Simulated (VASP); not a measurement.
Data:

```yaml
crystal:
  lattice:
    - [3.18832, 0.00000, 0.00000]
    - [-1.59416, 2.76117, 0.00000]
    - [0.00000, 0.00000, 5.29007]
  atoms:
    - { symbol: B, position: [0.66667, 0.33333, 0.50041] }
    - { symbol: B, position: [0.33333, 0.66667, 0.00041] }
    - { symbol: P, position: [0.66667, 0.33333, 0.87459] }
    - { symbol: P, position: [0.33333, 0.66667, 0.37459] }
```

Calculation: LDA (Ceperley-Alder, Perdew-Zunger), VASP's LDA PAW potentials (set 64) (plane waves; VASP). Run with 400 eV cut-off, 10×10×5 Γ-centred mesh, Gaussian smearing of 0.010 eV, potentials B P.

At this cut-off the stress carries a Pulay error, which pulls relaxed volumes low.

Q: Estimate the energy per atom (σ→0), pressure.

A: 
```
Property                       Result
---------------------  --------------
energy per atom (σ→0)  -7.185 eV/atom
pressure                    -4.78 GPa
```

Only differences to runs with the same potentials and settings are physical.

The structure comes from a computed database's BP entry (P6_3mc); how it stands against other phases isn't given here. The cell was not relaxed at this level.
